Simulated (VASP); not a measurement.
Consider the following.

```xyz
2
Lattice="0.0000 3.3164 3.3164 3.3164 0.0000 3.3164 3.3164 3.3164 0.0000" Properties=species:S:1:pos:R:3 pbc="T T T"
In     0.0000     0.0000     0.0000
Sb     1.6582     1.6582     1.6582
```

Computed with PBE GGA, VASP's PBE PAW potentials (set 64) (plane waves; VASP). Numerical set-up: 400 eV cut-off, 9×9×9 Γ-centred mesh, first-order Methfessel-Paxton smearing of 0.10 eV, potentials In_d Sb.

Unless said otherwise, spin-orbit coupling is left out, though it shifts the bands of the heavy elements here.

### Question
Predict the energy per atom (σ→0), band gap (on the k-mesh) with the smallest direct gap where there is one.

### Answer

The band gap (on the k-mesh) comes out as none (metal, semimetal or under 0.01 eV) and the energy per atom (σ→0) is -3.476 eV/atom.

The absolute energy has meaning only against runs of the same code, potentials and settings.

The compound is InSb in the zinc blende structure. It was relaxed first, which changed the volume by +7 %. The start is the result of an earlier pass.
